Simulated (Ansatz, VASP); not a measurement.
**Cross-check of Sb (Antimony) between VASP and Ansatz**

One calculation is typed for both programs; each brings its own data sets. How far apart do they land? The cell is taken from a series of runs on this material, whose earlier steps may have relaxed, scaled, displaced or heated it; both programs get it as it stands.

Calculated with Ansatz 0.2.0; plane waves, with VASP 6.6.1 beside it; zone-centre phonons at PBEsol.

## 1. The structure

Symmetry: R-3m, No. 166, trigonal system. Conventional cell: a = 4.366 Å, b = 4.366 Å, c = 10.953 Å, α = 90.00°, β = 90.00°, γ = 120.00°. Sb has 3 Sb at 2.94 Å nearest.

## 2. Ansatz: zone-centre phonons, PBEsol

Ansatz runs on its PAW soft_1 files.

Second derivatives magnify differences that forces hide, and they need a tight electronic threshold.

File input.yaml:

```yaml
crystal:
  lattice:
    - [2.1831307809, 1.260431144, 3.6509278113]
    - [-2.1831307809, 1.260431144, 3.6509278113]
    - [0.0, -2.520862288, 3.6509278113]
  atoms:
    - { symbol: Sb, position: [0.2355365558, 0.2355365558, 0.2355365558] }
    - { symbol: Sb, position: [0.7644634442, 0.7644634442, 0.7644634442] }
kpoints:
  mp_grid: { grid: [12, 12, 12] }
hamiltonian:
  xc: pbesol
  pseudopotentials: { kind: paw, azcp: { folder: soft_1 }, xc_functional: pbe }
scf:
  occupations: { method: methfessel_paxton, width: 0.2 }
output:
  eigenvalues: true
phonons:
  method: dfpt
```

The run is started by

```bash
ansatz run input.yaml --threads 4 --pin off --max-ram 10240MiB --backend cpu --events-out ev --progress --plain --runs-dir out
```

Numbers of over 12 decimals in the logs are rounded to 6 here.

The log of the run:

```text
Engine: ansatz 0.2.0, x86_64-unknown-linux-gnu
Pseudopotentials: kind: paw
Pseudopotential: Sb, paw, valence charge 15, recommended cutoff 420 eV (normal), soft_1/Sb.paw.azcp
Functional definition: PBEsol
  exchange = pbesol_x
  correlation = pbesol_c
Crystal: 2 atoms, lattice volume = 60.277 Å³
Basis set: ecut = 420 eV, 1195 PW (Γ), exchange–correlation on 60×60×60 points (8 copies of the dense FFT grid, shifted against one another)
Bands: 19, of which v1, the nominal top of the filled ones, is band 15 counted from 1 (14 counted from 0)
Symmetry: 12 space group operations
k-points: 476 of 1728 (irreducible under 2 space group operations, time reversal used)
Non-local potential: Sb, projectors of the file, l = 0: 2, l = 1: 2, l = 2: 2, l = 3: 1
PAW form: soft (Blöchl's): semilocal exchange-correlation on the pseudo side does not see the compensation charge
PAW frozen core: Sb, regenerated for the run's functional, and the local potential with it (the file was generated under x = pbe(κ = 0.804, μ = 0.219515), c = pbe(β = 0.066725))
PAW one-centre angular grid: Sb, 590 points (default); XC on 64 Gauss nodes
Initial density: superposition of atomic densities (chi_scale 0.1, normalization cell)
Initial wavefunctions: pseudopotential atomic-orbital guess
Functional: x = pbesol(κ = 0.804, μ = 0.123457), c = pbesol(β = 0.046)
SCF iter   1: F=—  HF=-12816.334230 eV  |F-HF|=—  |Δ(HF+E_count)|=         —  Δρ=1.44e-2  dr2=9.49e-2  ethr=3.10e-3  ⟨swp⟩=5.9  Hψ=46828  notcnv=0
preconditioner: auto → Kerker (q_TF=auto, 2.429 Å⁻¹)  [metal: Δε(μ)=0.093 eV  Ē_g=8.646 eV  σ=0.200 eV  W_gap=0.36  n_scr=14 (ndim 8)  ℏωp=15.1 eV  f_vac=0.000  D(μ)=0.12/eV (n_scr^D=0)]
SCF iter   2: F=—  HF=-12816.326350 eV  |F-HF|=—  |Δ(HF+E_count)|=   7.88e-3  S|Δr|=    0.00e0  Δρ=9.32e-3  dr2=4.12e-2  ethr=3.16e-4  ⟨swp⟩=1.0  Hψ=12856  notcnv=0
SCF iter   3: F=—  HF=-12816.322561 eV  |F-HF|=—  |Δ(HF+E_count)|=   3.79e-3  S|Δr|=    0.00e0  Δρ=1.17e-3  dr2=1.10e-3  ethr=1.37e-4  ⟨swp⟩=2.0  Hψ=16153  notcnv=0
SCF iter   4: F=—  HF=-12816.322635 eV  |F-HF|=—  |Δ(HF+E_count)|=   7.36e-5  S|Δr|=    0.00e0  Δρ=7.30e-4  dr2=2.52e-4  ethr=3.68e-6  ⟨swp⟩=2.0  Hψ=16190  notcnv=0
SCF iter   5: F=—  HF=-12816.322443 eV  |F-HF|=—  |Δ(HF+E_count)|=   1.92e-4  S|Δr|=    0.00e0  Δρ=2.55e-4  dr2=5.91e-5  ethr=8.39e-7  ⟨swp⟩=2.0  Hψ=16055  notcnv=0
SCF iter   6: F=—  HF=-12816.322464 eV  |F-HF|=—  |Δ(HF+E_count)|=   2.04e-5  S|Δr|=    0.00e0  Δρ=5.75e-5  dr2=2.30e-6  ethr=1.97e-7  ⟨swp⟩=3.0  Hψ=16378  notcnv=0
SCF iter   7: F=—  HF=-12816.322462 eV  |F-HF|=—  |Δ(HF+E_count)|=   1.88e-6  S|Δr|=    0.00e0  Δρ=8.95e-6  dr2=2.77e-8  ethr=7.66e-9  ⟨swp⟩=2.0  Hψ=16190  notcnv=0
SCF iter   8: F=—  HF=-12816.322462 eV  |F-HF|=—  |Δ(HF+E_count)|=   6.14e-9  S|Δr|=    0.00e0  Δρ=1.38e-6  dr2=1.45e-9  ethr=9.23e-11  ⟨swp⟩=2.2  Hψ=12312  notcnv=0
SCF iter   9: F=—  HF=-12816.322462 eV  |F-HF|=—  |Δ(HF+E_count)|=  4.40e-10  S|Δr|=    0.00e0  Δρ=5.52e-7  dr2=2.81e-10  ethr=4.83e-12  ⟨swp⟩=2.2  Hψ=14587  notcnv=0
SCF iter  10: F=—  HF=-12816.322462 eV  |F-HF|=—  |Δ(HF+E_count)|=  2.91e-11  S|Δr|=    0.00e0  Δρ=2.21e-7  dr2=2.72e-11  ethr=1.00e-12  ⟨swp⟩=3.0  Hψ=16527  notcnv=0
SCF iter  11: F=-12816.322462 eV  HF=-12816.322462 eV  |F-HF|=0.00e0  |Δ(HF+E_count)|=  1.82e-12  S|Δr|=    0.00e0  Δρ=5.24e-8  dr2=3.83e-12  ethr=1.00e-12  ⟨swp⟩=5.4  Hψ=37768  notcnv=0
SCF 1 converged in 11 iterations: F = -12816.322462 eV  dr2 = 3.83e-12
  greatest PAW one-centre occupation: 0.996 electrons in one spin orbital (limit 2), on the Sb atom at site 1 (counted from 0), in its partial waves of l = 2
DFPT response loops at Γ: preconditioner auto → Kerker (q_TF=auto, 2.429 Å⁻¹) (partly filled bands, converged f_vac=0.000); β = 1.00, the filter's whole step (`scf.mixing.beta` (0.50) is not read by the response loops under this deck's `scf.mixing.preconditioner`; to damp them name `kerker` or `kerker_dos`, under which they read `scf.mixing.beta`, and type it under 1.00, their step now; both keys bind the ground state too); Broyden in place of MSR1
SCF converged after 11 iterations
Stability not checked: this state was not tested for a lower state beside it, because cold or Methfessel-Paxton smearing, or corrected tetrahedra, fill the levels in a way that the test cannot read (fill_not_monotonic; see scf.lower_state_search)
Free energy (F): -12816.322462 eV
Harris-Foulkes:  -12816.322462 eV  (|F-HF|=0.00e0)
Internal energy: -12816.324818 eV  (E = F + TS)
E sigma→0 (E₀):  -12816.323051 eV
Entropy (-TS):   0.002356 eV (1.178 meV/atom)
Fermi energy:    10.059058 eV
--- Per-component energies (eV) ---
  E_band       = -333.996692
  E_kinetic    = 325.763768
  E_local      = -3156.046577  (includes V_loc(G=0)·N_el)
  E_nonlocal   = 782.415167
  E_hartree    = 1304.610197
  E_xc         = -196.551265
  E_vxc        = -181.729546  (∫ρ·V_xc dr)
  E_paw        = -8934.888174  (= ΣΔE_a)
  E_vpaw       = -713.620185  (= ΣTr[D̂ρ^β])
  E_aug_tail   = 0.000270  (compensation charges beyond the density's cutoff)
  E_ewald      = -2942.291914
  E_core_change = 0.663710  (= ΣΔE_core)
  E_smearing   = 0.002356  (= −TS)
  E_closure    = -0.000000  (closes the sum)
  Σ components = -12816.322462   (vs F -12816.322462, Δ=0.00e0)
--- Band table (eV; the first three rows and the last of 476) ---
  k-point 0: bands = [... 11 lower, 5.3558, 8.2789, 8.2789, 8.3578, 12.4481, 12.9519, 12.9519, 15.0736]
  k-point 1: bands = [... 11 lower, 4.9860, 8.2737, 8.3406, 8.5033, 12.3394, 12.7314, 12.7370, 14.8110]
  k-point 2: bands = [... 11 lower, 4.1371, 8.2668, 8.3606, 8.8695, 11.9593, 12.1814, 12.2254, 14.6668]
  k-point 475: bands = [... 11 lower, 1.0860, 8.8219, 8.8219, 9.5082, 10.0355, 10.0355, 10.9480, 17.4646]
--- Phonons (Γ-DFPT): 2 representative perturbations + reference, on 476 of 1728 k-points (Σ response iterations 6) ---
  k mesh reduced under 2 symmetry operations, with k and −k counted as one. Each operation leaves every solved perturbation unchanged. A smaller set is not used because it would not reduce the number of displacements times k-points to solve
  ASR residual: 2.587e-5 → 0.000e0 eV/Å²; symmetrization residual: 2.062e-5 eV/Å²
  ASR residual per site (eV/Å²): 2.59e-5 2.59e-5
  Γ frequencies (cm⁻¹): 0.00 0.00 0.00 86.35 86.35 139.26
  non-analytic LO–TO correction: not included (Born effective charges unavailable; polar crystals: no LO–TO splitting at Γ)
```

## 3. VASP: zone-centre phonons, PBEsol

The same cell, functional, mesh and smearing now go to VASP, with its own data sets.

Lines of VASP's logs that name or quote its potential files are left out, and so is its time.

File INCAR:

```
SYSTEM = Sb
PREC = Accurate
ENCUT = 500
EDIFF = 1E-08
NELM = 120
ISMEAR = 1
SIGMA = 0.2
LREAL = .FALSE.
ALGO = Normal
GGA = PS
NBANDS = 11
LORBIT = 11
LWAVE = .FALSE.
LCHARG = .FALSE.
ISIF = 2
IBRION = 8
LASPH = .TRUE.
GGA_COMPAT = .FALSE.
KPAR = 2
```

File POSCAR:

```
Sb
1.0
    2.1831307809      1.2604311440      3.6509278113
   -2.1831307809      1.2604311440      3.6509278113
    0.0000000000     -2.5208622880      3.6509278113
Sb
2
Direct
    0.2355365558      0.2355365558      0.2355365558
    0.7644634442      0.7644634442      0.7644634442
```

File KPOINTS:

```
Automatic mesh
0
Gamma
12 12 12
0 0 0
```

Potentials, in the order of the species: Sb (PBE family, release 64).

The run is started by

```bash
mpirun -np 2 vasp_std
```

The log of the run:

```text
[banner, memory and clock lines left out]
running    2 mpi-ranks, on    1 nodes
 distrk:  each k-point on    1 cores,    2 groups
 distr:  one band on    1 cores,    1 groups

 POSCAR found type information on POSCAR Sb
 POSCAR found :  1 types and       2 ions
|                                                                             |
|               ----> ADVICE to this user running VASP <----                  |
|                                                                             |
|     You enforced a specific xc type in the INCAR file but a different       |
|     [... a line on the potential file left out ...]
|     I HOPE YOU KNOW WHAT YOU ARE DOING!                                     |
|                                                                             |

 LDA part: xc-table for (Slater+PW92), standard interpolation
 POSCAR, INCAR and KPOINTS ok, starting setup
 FFT: planning ... GRIDC
 FFT: planning ... GRID_SOFT
 FFT: planning ... GRID
 WAVECAR not read
 entering main loop
       N       E                     dE             d eps       ncg     rms          rms(c)
DAV:   1     0.344231294645E+02    0.34423E+02   -0.35445E+03  4158   0.695E+02
DAV:   2    -0.723763110871E+01   -0.41661E+02   -0.40506E+02  5460   0.112E+02
DAV:   3    -0.911014634073E+01   -0.18725E+01   -0.18496E+01  5120   0.267E+01
DAV:   4    -0.912717104143E+01   -0.17025E-01   -0.17007E-01  4644   0.298E+00
DAV:   5    -0.912736504914E+01   -0.19401E-03   -0.19401E-03  4861   0.362E-01    0.283E+00
DAV:   6    -0.911878635078E+01    0.85787E-02   -0.21258E-03  4670   0.282E-01    0.169E+00
DAV:   7    -0.911344677783E+01    0.53396E-02   -0.52117E-03  4572   0.433E-01    0.604E-02
DAV:   8    -0.911347548906E+01   -0.28711E-04   -0.14071E-04  4704   0.813E-02    0.179E-02
DAV:   9    -0.911348301702E+01   -0.75280E-05   -0.14655E-05  4710   0.246E-02    0.535E-03
DAV:  10    -0.911348248611E+01    0.53091E-06   -0.23027E-06  4746   0.827E-03    0.740E-04
DAV:  11    -0.911348251564E+01   -0.29536E-07   -0.15107E-07  4635   0.261E-03    0.494E-04
DAV:  12    -0.911348255859E+01   -0.42945E-07   -0.16465E-08  4023   0.728E-04    0.994E-05
DAV:  13    -0.911348256658E+01   -0.79940E-08   -0.17896E-09  2334   0.276E-04
   1 F= -.91134826E+01 E0= -.91142779E+01  d E =0.238611E-02
 Linear response reoptimize wavefunctions to high precision
DAV:   1    -0.911348256650E+01    0.80945E-10   -0.20323E-10  2736   0.113E-04
 Linear response DOF=           2
 Linear response progress:
  Degree of freedom:   1/  2
       N       E                     dE             d eps       ncg     rms          rms(c)
RMM:   1    -0.250734147564E-01   -0.25073E-01    0.26147E-02 38602   0.117E+00
RMM:   2    -0.248802658951E-01    0.19315E-03   -0.15790E-03 30116   0.235E-01    0.473E-02
RMM:   3    -0.248812511551E-01   -0.98526E-06   -0.41548E-05 31739   0.387E-02    0.283E-02
RMM:   4    -0.249330924109E-01   -0.51841E-04   -0.19732E-05 31763   0.204E-02    0.209E-03
RMM:   5    -0.249398442353E-01   -0.67518E-05   -0.14041E-06 32544   0.349E-03    0.961E-04
RMM:   6    -0.249417999128E-01   -0.19557E-05    0.47112E-08 31852   0.900E-04    0.281E-04
RMM:   7    -0.249409884608E-01    0.81145E-06    0.96092E-08 33005   0.215E-04    0.759E-05
RMM:   8    -0.249409297211E-01    0.58740E-07    0.31717E-08 33481   0.560E-05    0.143E-05
RMM:   9    -0.249409172233E-01    0.12498E-07   -0.58432E-09 33464   0.158E-05    0.129E-06
RMM:  10    -0.249409105739E-01    0.66494E-08   -0.10630E-08 32172   0.420E-06    0.671E-07
 first order change of Fermi-energy  -0.19110E-04
 force on displaced ion       1 direction 1 :  -1.810   0.000   0.000
 Linear response progress:
  Degree of freedom:   2/  2
       N       E                     dE             d eps       ncg     rms          rms(c)
RMM:   1    -0.258902481178E-01   -0.25890E-01    0.17993E-02  8104   0.118E+00
RMM:   2    -0.248165098247E-01    0.10737E-02   -0.15159E-03  6497   0.241E-01    0.453E-02
RMM:   3    -0.247097973478E-01    0.10671E-03   -0.41683E-05  6910   0.419E-02    0.273E-02
RMM:   4    -0.246312950924E-01    0.78502E-04   -0.26529E-05  6770   0.248E-02    0.667E-03
RMM:   5    -0.246410487216E-01   -0.97536E-05   -0.82636E-07  7001   0.518E-03    0.245E-03
RMM:   6    -0.246434195702E-01   -0.23708E-05   -0.64873E-08  7022   0.106E-03    0.774E-04
RMM:   7    -0.246426294792E-01    0.79009E-06    0.10713E-08  7088   0.286E-04    0.218E-04
RMM:   8    -0.246426412395E-01   -0.11760E-07    0.28649E-09  7152   0.702E-05    0.325E-05
RMM:   9    -0.246426360289E-01    0.52106E-08   -0.19811E-09  7233   0.182E-05    0.154E-05
 first order change of Fermi-energy  -0.13995E+00
 force on displaced ion       1 direction 3 :   0.000   0.000  -4.493
 Linear response finished
```

Parts of OUTCAR (step 3):

```text
ion  position               nearest neighbor table
   1  0.236  0.236  0.236-   2 2.94   2 2.94   2 2.94   2 3.31   2 3.31   2 3.31
   2  0.764  0.764  0.764-   1 2.94   1 2.94   1 2.94   1 3.31   1 3.31   1 3.31

  LATTYP: Found a trigonal (rhomboedric) cell.
 ALAT       =     4.4366677314
 COS(alpha) =     0.5157432403

 Subroutine GETGRP returns: Found 12 space group operations
 (whereof 12 operations were pure point group operations)

The static configuration has the point symmetry D_3d.

 Found    189 irreducible k-points:

   k-points           NKPTS =    189   k-points in BZ     NKDIM =    189   number of bands    NBANDS=     11

   dimension x,y,z NGX =    32 NGY =   32 NGZ =   32
   dimension x,y,z NGXF=    64 NGYF=   64 NGZF=   64

   ENCUT  =  500.0 eV  36.75 Ry    6.06 a.u.   8.09  8.09  8.09*2*pi/ulx,y,z

   NELECT =      10.0000    total number of electrons

 k-points in reciprocal lattice and weights: Automatic mesh
   0.00000000  0.00000000  0.00000000       0.001
   0.08333333  0.00000000 -0.00000000       0.003
   0.16666667  0.00000000 -0.00000000       0.003
   0.25000000  0.00000000 -0.00000000       0.003
   0.33333333 -0.00000000 -0.00000000       0.003
   0.41666667 -0.00000000  0.00000000       0.003
   0.50000000  0.00000000 -0.00000000       0.002
   0.08333333  0.08333333 -0.00000000       0.003
   0.16666667  0.08333333 -0.00000000       0.007
[...]
-0.41666667  0.50000000  0.41666667       0.003
   0.50000000  0.50000000  0.50000000       0.001

 average (electrostatic) potential at core
       1 -85.6777       2 -85.6777

  Total       -0.3212051     -0.3212051      0.0384879      0.0000000      0.0000000      0.0000000
  in kB       -8.5376749     -8.5376749      1.0230125      0.0000000      0.0000000      0.0000000
  external PRESSURE =      -5.3507791 kB  Pullay stress =       0.0000000 kB

  energy-cutoff  :      500.00
  volume of cell :       60.28
      direct lattice vectors                 reciprocal lattice vectors
     2.183130781  1.260431144  3.650927811     0.229028881  0.132229886  0.091300993
    -2.183130781  1.260431144  3.650927811    -0.229028881  0.132229886  0.091300993
     0.000000000 -2.520862288  3.650927811     0.000000000 -0.264459772  0.091300993

 POSITION                                       TOTAL-FORCE (eV/Angst)
 -----------------------------------------------------------------------------------
      0.00000      0.00000      2.57978         0.000000     -0.000000      0.044204
      0.00000      0.00000      8.37300         0.000000      0.000000     -0.044204
 -----------------------------------------------------------------------------------
    total drift:                               -0.000000     -0.000000     -0.000000

 Eigenvectors and eigenvalues of the dynamical matrix
 ----------------------------------------------------

   1 f  =    4.247297 THz    26.686553 2PiTHz  141.674571 cm-1    17.565400 meV
             X         Y         Z           dx          dy          dz
      0.000000  0.000000  2.579781     0.000000    0.000000   -0.707107
      0.000000  0.000000  8.373003     0.000000    0.000000    0.707107

   2 f  =    2.695873 THz    16.938669 2PiTHz   89.924641 cm-1    11.149229 meV
             X         Y         Z           dx          dy          dz
      0.000000  0.000000  2.579781    -0.707107   -0.000000   -0.000000
      0.000000  0.000000  8.373003     0.707107   -0.000000    0.000000

   3 f  =    2.695873 THz    16.938669 2PiTHz   89.924641 cm-1    11.149229 meV
             X         Y         Z           dx          dy          dz
      0.000000  0.000000  2.579781    -0.000000    0.707107    0.000000
      0.000000  0.000000  8.373003    -0.000000   -0.707107    0.000000

   4 f  =    0.000000 THz     0.000000 2PiTHz    0.000001 cm-1     0.000000 meV
             X         Y         Z           dx          dy          dz
      0.000000  0.000000  2.579781     0.320436   -0.630334   -0.000000
      0.000000  0.000000  8.373003     0.320436   -0.630334    0.000000

   5 f  =    0.000000 THz     0.000000 2PiTHz    0.000000 cm-1     0.000000 meV
             X         Y         Z           dx          dy          dz
      0.000000  0.000000  2.579781     0.000000   -0.000000    0.707107
      0.000000  0.000000  8.373003     0.000000    0.000000    0.707107

   6 f/i=    0.000000 THz     0.000000 2PiTHz    0.000001 cm-1     0.000000 meV
             X         Y         Z           dx          dy          dz
      0.000000  0.000000  2.579781     0.630334    0.320436    0.000000
      0.000000  0.000000  8.373003     0.630334    0.320436    0.000000

 ELASTIC MODULI CONTR FROM IONIC RELAXATION (kBar)
 Direction    XX          YY          ZZ          XY          YZ          ZX
 --------------------------------------------------------------------------------
 XX         -85.9079    -63.5120   -124.1090     -0.0000     50.7766      0.0000
 YY         -63.5120    -85.9079   -124.1090      0.0000    -50.7766     -0.0000
 ZZ        -124.1090   -124.1090   -206.1712      0.0000      0.0000     -0.0000
 XY          -0.0000      0.0000      0.0000    -11.1979      0.0000     48.5019
 YZ          50.7766    -50.7766      0.0000      0.0000   -230.2443     -0.0000
 ZX           0.0000     -0.0000     -0.0000     48.5019     -0.0000   -210.0772
 --------------------------------------------------------------------------------
```

## 4. Differences

Known differences besides the potentials themselves: the data sets hold 30 valence electrons in Ansatz (on its PAW soft_1 files) and 10 in VASP; the cutoff is 420 eV in Ansatz and 500 eV in VASP; Ansatz makes its cores anew for this functional, VASP keeps those of its PBE data sets. Total energies have different zeros and are not compared.

Both answers:

| quantity | Ansatz | VASP | difference |
| --- | --- | --- | --- |
| optical mode 1 to 2 (cm⁻¹) | 86.3 | 89.9 | -3.98 % |
| optical mode 3 (cm⁻¹) | 139.3 | 141.7 | -1.70 % |

Modes are paired by rising frequency, not by their patterns, so a pair may set unlike modes beside each other; they are those without the splitting of longitudinal modes.

## 5. What came out

```
r.m.s. difference of the optical zone-centre modes, each program's sorted by frequency (zone-centre phonons, PBEsol) : 3.2 cm⁻¹
difference in optical mode 1 to 2 (zone-centre phonons, PBEsol)                                                      : -4.0 %
```

In words: The r.m.s. difference of the optical zone-centre modes, each program's sorted by frequency is 3.2 cm⁻¹ (zone-centre phonons, PBEsol). The data sets hold unlike numbers of valence electrons (30 in Ansatz and 10 in VASP), so part of the differences comes from the potentials. Among the rows given in per cent, the largest difference of the zone-centre phonons, PBEsol pair is in optical mode 1 to 2, -4.0 %. How closely two codes agree says nothing of how well the functional describes the real material.

[Lines on the potential files, build, host, timing and source positions are cut from VASP's logs without a mark.]

[Logs are printed without paths, hosts, clocks, repeated set-up lines and the standing remarks that a program may print on its own settings, such as how far it seeks lower states.]

[Hosts, paths, dates, database ids (printed as entryN), source tags and the programs' standing remarks are cut or masked in the printed files.]
